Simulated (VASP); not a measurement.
All values below come from PBEsol GGA, VASP's PBE PAW potentials (set 64) (plane waves; VASP). For the first row: Settings: 400 eV cut-off, 7×7×8 Γ-centred mesh, tetrahedra with Blöchl corrections, potentials Ta_pv Ru_pv.

```json
[
 {"system": "TaRu3 (space group P6_3/mmc)", "energy (eV/atom)": "-10.9306"},
 {"system": "Ta (bcc)", "energy (eV/atom)": "-12.5512"},
 {"system": "Ru (hcp)", "energy (eV/atom)": "-10.1697"}
]
```

The references are the elements' solids at the same level; no temperature or zero-point terms are added.

What is the formation energy per atom of TaRu$_{3}$?

The references average (2×(-12.5512) + 6×(-10.1697))/8 = -10.7651 eV, so the formation energy is -10.9306 − (-10.7651) = -0.166 eV/atom.
